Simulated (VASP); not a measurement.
Data:

```
CELL_PARAMETERS angstrom
      1.45500    -2.52013     0.00000
      1.45500     2.52013     0.00000
      0.00000     0.00000     2.84000
ATOMIC_POSITIONS crystal
  W  0.00000 0.00000 0.00000
  C  0.33333 0.66667 0.50000
```

Calculation: PBE GGA, VASP's PBE PAW potentials (set 64) (plane waves; VASP). Run with 520 eV cut-off, 13×13×12 Γ-centred mesh, first-order Methfessel-Paxton smearing of 0.10 eV, potentials W_sv C.

Task: The ions, cell shape and volume are relaxed. Predict the relaxed structure.

Result: 
```
CELL_PARAMETERS angstrom
      1.46242    -2.53299     0.00000
      1.46242     2.53299     0.00000
      0.00000     0.00000     2.84838
ATOMIC_POSITIONS crystal
  W  0.00000 0.00000 0.00000
  C  0.33333 0.66667 0.50000
```
Space group P-6m2 (187), at a tolerance of 0.03 Å.

Task: How do energy and volume change from the first to the last step?

Result: The energy (σ→0) changes by -2.2 meV/atom and the volume by +1.3 %, in 6 ionic steps.

The compound is WC in the wc structure. This run relaxes it. Symmetry was kept, so distortions that lower it aren't found.
